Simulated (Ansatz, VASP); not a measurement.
# GaB3 in VASP and in Ansatz

File INCAR:

```
SYSTEM = GaB3
ALGO = Normal
EDIFF = 1E-6
EDIFFG = -0.04
ENCUT = 600
GGA = PE
IBRION = 2
ISIF = 3
ISMEAR = 0
LASPH = .True.
LCHARG = .False.
LREAL = .False.
LWAVE = .False.
NELM = 60
NSW = 90
PREC = Accurate
SIGMA = 0.1
```

KPOINTS

```
k-points
0
Gamma
  6 6 6
  0 0 0
```

File POSCAR:

```
GaB3
1.0
    0.0000000000      2.7369871000      2.7369871000
    2.7369871000      0.0000000000      2.7369871000
    2.7369871000      2.7369871000      0.0000000000
Ga B
1 3
Direct
    0.0000000000      0.0000000000      0.0000000000
    0.5000000000      0.5000000000      0.5000000000
    0.2500000000      0.2500000000      0.2500000000
    0.7500000000      0.7500000000      0.7500000000
```

Input for Ansatz:

```yaml
crystal:
  lattice:
    - [0.0, 2.7369871, 2.7369871]
    - [2.7369871, 0.0, 2.7369871]
    - [2.7369871, 2.7369871, 0.0]
  atoms:
    - { symbol: Ga, position: [0.0, 0.0, 0.0] }
    - { symbol: B, position: [0.5, 0.5, 0.5] }
    - { symbol: B, position: [0.25, 0.25, 0.25] }
    - { symbol: B, position: [0.75, 0.75, 0.75] }
basis:
  ecutwfc: 420
kpoints:
  mp_grid: { grid: [6, 6, 6] }
hamiltonian:
  xc: pbe
scf:
  occupations: { method: gaussian, width: 0.1 }
  lower_state_search: "off"
output:
  forces: true
  stress: true
  eigenvalues: true
relax:
  adjacent_minimum: "off"
  f_tol: 0.04
  max_steps: 70
  cell: { stress_tol: 0.4 }
```

Change from the starting cell: species swapped into the ScCu3 type (Fm-3m, No. 225).

Alike in both runs: task relaxation of cell and atoms; functional PBE; k mesh 6 × 6 × 6; occupations gaussian, width 0.1 eV; no spin polarisation.

|  | VASP | Ansatz |
| --- | --- | --- |
| version | VASP 6.6.1 | Ansatz 0.2.0 |
| potentials or method | VASP PAW PBE potentials, release 64 (Ga_d, B) | scalar-relativistic, plane waves, PAW |
| plane-wave cutoff (eV) | 600 | 420 |
| valence electrons in the cell | 22 | 22 |

VASP gave:

* gap on the k mesh at the Fermi level, each at its own relaxed structure (eV): none
* relaxed volume (Å³/atom): 9.32
* relaxed cell length with the largest relative difference (Å): 3.750
* energy change over the relaxation (meV/atom): -27

Task: Estimate Ansatz's values.

Result: gap on the k mesh at the Fermi level, each at its own relaxed structure (eV): none; relaxed volume (Å³/atom): 9.32; relaxed cell length with the largest relative difference (Å): 3.749; energy change over the relaxation (meV/atom): -27.

A gap of «none» marks a metal or a gap that the smearing closes.
